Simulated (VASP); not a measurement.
Energy against volume of Ag (fcc). These are PBE GGA, VASP's PBE PAW potentials (set 64) (plane waves; VASP) values and carry that method's errors. Run with 520 eV cut-off, 15×15×15 Γ-centred mesh, first-order Methfessel-Paxton smearing of 0.10 eV, potentials Ag.

| V (Å³/atom) | E (eV/atom) |
|---|---|
| 17.275 | -2.70810 |
| 17.809 | -2.71302 |
| 18.343 | -2.70888 |
| 18.877 | -2.69773 |

### Question
Fit these four points and predict the energy of the run at 16.740 Å³/atom.

### Answer
A cubic in V^(−2/3), the third-order Birch-Murnaghan form, passes through the four points with V0 = 17.81 Å³/atom and B0 = 90 GPa, and gives -2.6915 eV/atom there. The run gave -2.6920 eV/atom, -0.4 meV/atom from the fit; all five points give B0 = 89 GPa.

The compound is Ag in the fcc structure. It was relaxed first.
